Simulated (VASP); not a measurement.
Here is the system:

```
CELL_PARAMETERS angstrom
     -1.88883     1.88883     4.76841
      1.88883    -1.88883     4.76841
      1.88883     1.88883    -4.76841
ATOMIC_POSITIONS crystal
  Ti 0.75000 0.25000 0.50000
  Ti 0.00000 0.00000 0.00000
  O  0.54182 0.04182 0.50000
  O  0.79182 0.79182 0.00000
  O  0.20818 0.20818 0.00000
  O  0.95818 0.45818 0.50000
```

Calculation: rev-vdW-DF2, VASP's PBE PAW potentials (set 64) (plane waves; VASP). Settings: 520 eV cut-off, 8×8×8 Γ-centred mesh, Gaussian smearing of 0.050 eV, potentials Ti_sv O.

Problem. The ions, cell shape and volume are relaxed. Give the cell that the relaxation ends in.

Solution. 
```
CELL_PARAMETERS angstrom
     -1.89872     1.89872     4.78733
      1.89872    -1.89872     4.78733
      1.89872     1.89872    -4.78733
ATOMIC_POSITIONS crystal
  Ti 0.75000 0.25000 0.50000
  Ti 0.00000 0.00000 0.00000
  O  0.54180 0.04180 0.50000
  O  0.79180 0.79180 0.00000
  O  0.20820 0.20820 0.00000
  O  0.95820 0.45820 0.50000
```
Space group I4_1/amd (141), at a tolerance of 0.03 Å.

Problem. How do energy and volume change from the first to the last step?

Solution. The energy (σ→0) changes by -1.7 meV/atom and the volume by +1.5 %, in 5 ionic steps.

The compound is TiO2 in the anatase structure, one of several forms; rutile is the usual stable one. This run relaxes it. Symmetry was kept, so distortions that lower it aren't found.
